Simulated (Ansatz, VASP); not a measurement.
BeB in VASP and in Ansatz

Contents of INCAR:

```
SYSTEM = BeB
PREC = Accurate
ENCUT = 520
EDIFF = 1E-7
ISMEAR = 0
SIGMA = 0.1
LREAL = .False.
LASPH = .True.
NELM = 80
ALGO = Normal
ISIF = 2
LWAVE = .False.
LCHARG = .False.
GGA = PE
NBANDS = 10
```

The input KPOINTS:

```
regular mesh
0
Gamma
  6 6 6
  0 0 0
```

POSCAR

```
BeB
1.0
    1.4012667000      0.8090217100      2.2747586400
   -1.4012667000      0.8090217100      2.2747586400
    0.0000000000     -1.6180434100      2.2747586400
Be B
1 1
Direct
    0.0321108000      0.0321108000      0.0321108000
    0.2178892000      0.2178892000      0.2178892000
```

Input for Ansatz:

```yaml
crystal:
  lattice:
    - [1.4012667, 0.80902171, 2.27475864]
    - [-1.4012667, 0.80902171, 2.27475864]
    - [0.0, -1.61804341, 2.27475864]
  atoms:
    - { symbol: Be, position: [0.0321108, 0.0321108, 0.0321108] }
    - { symbol: B, position: [0.2178892, 0.2178892, 0.2178892] }
basis:
  ecutwfc: 420
kpoints:
  mp_grid: { grid: [6, 6, 6] }
hamiltonian:
  xc: pbe
scf:
  occupations: { method: gaussian, width: 0.1 }
  lower_state_search: "off"
output:
  forces: true
  stress: true
  eigenvalues: true
```

Alike in both runs: task single point; functional PBE; k mesh 6 × 6 × 6; occupations gaussian, width 0.1 eV; no spin polarisation.

|  | VASP | Ansatz |
| --- | --- | --- |
| version | VASP 6.6.1 | Ansatz 0.2.0 |
| potentials or method | VASP PAW PBE potentials, release 64 (Be, B) | scalar-relativistic, plane waves, PAW |
| plane-wave cutoff (eV) | 520 | 420 |
| valence electrons in the cell | 5 | 5 |

|  | VASP | Ansatz | Ansatz less VASP |
| --- | --- | --- | --- |
| gap on the k mesh at the Fermi level (eV) | none | none | - |
| rms of the force components (eV/Å) | 11.525 | 11.427 | -0.0983 |

Atom by atom the forces differ by 0.098 eV/Å (rms over components). A gap of «none» marks a metal or a gap that the smearing closes. With one functional, cell and mesh, what is left measures potentials, basis and numerics.

Caveats: the k mesh is coarse (spacing up to 0.46 Å⁻¹), so the values aren't converged; forces of over 1 eV/Å show positions far from the minimum, so gaps and moduli don't describe the material at rest.
